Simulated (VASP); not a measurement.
The system is BaFeO2.

```
CELL_PARAMETERS angstrom
3.34777 0.00000 0.00000
-1.67388 2.89925 0.00000
0.00000 0.00000 7.64495
ATOMIC_POSITIONS crystal
Ba 0.00000 0.00000 0.00000
Fe 0.00000 0.00000 0.50000
O 0.33333 0.66667 0.50000
O 0.66667 0.33333 0.50000
```

The cell was built by a generator and needn't be a form met in nature.

```yaml
Program: VASP 6.6.1
Task: relaxation of cell and atoms
Functional: PBE
Potentials_or_basis: VASP PAW PBE potentials, release 64 (Ba_sv, Fe, O)
Cutoff: 520 eV
k_mesh: 5 × 5 × 2
Occupations: gaussian, width 0.15 eV
Spin: collinear spin, ferromagnetic start
Starting_moments: "[0.0, 3.0, 0.0, 0.0] μB"
```

At the start: pressure 28.0 GPa; volume 18.55 Å³/atom.

Q: How do energy, volume and symmetry change on relaxing?

A: Over 13 steps the energy falls by 2064.9 meV/atom and the volume is 15.68 Å³/atom (-15.5 %); space group P6/mmm (No. 191, to 0.05 Å); moment 1.34 μB per cell.

Step by step:
| step | energy change (eV) | largest force (eV/Å) | pressure (GPa) | volume (Å³) |
| --- | --- | --- | --- | --- |
| 1 | 0.0000 | 0.0000 | 27.99 | 74.20 |
| 2 | -5.9679 | 0.0000 | -14.01 | 112.54 |
| 3 | -6.7360 | 0.0000 | -12.19 | 105.77 |
| 4 | -7.4693 | 0.0000 | -7.85 | 95.53 |
| 5 | -7.6684 | 0.0000 | -2.63 | 87.78 |
| 6 | -7.8254 | 0.0000 | -2.37 | 84.52 |
| 7 | -8.2069 | 0.0000 | -1.33 | 75.59 |
| 8 | -7.9936 | 0.0000 | 3.65 | 57.16 |
| 9 | -8.2265 | 0.0000 | -2.85 | 66.28 |
| 10 | -8.2470 | 0.0000 | -0.90 | 63.34 |
| 11 | -8.2510 | 0.0000 | -1.59 | 63.97 |
| 12 | -8.2402 | 0.0000 | 3.06 | 60.92 |
| 13 | -8.2594 | 0.0000 | 0.05 | 62.73 |

Final structure:
```
Ba Fe O
1.0
     3.67443    0.00000    0.00000
    -1.83722    3.18215    0.00000
     0.00000    0.00000    5.36495
Ba Fe O
1 1 2
Direct
  0.00000 0.00000 0.00000
  0.00000 0.00000 0.50000
  0.33333 0.66667 0.50000
  0.66667 0.33333 0.50000
```

Caveat: the k mesh is coarse (spacing up to 0.43 Å⁻¹), so the values aren't converged; the volume moved by over 15 % at a fixed basis, so the end points are rough; a cell with one magnetic atom can't hold antiferromagnetic order, which such compounds often take.
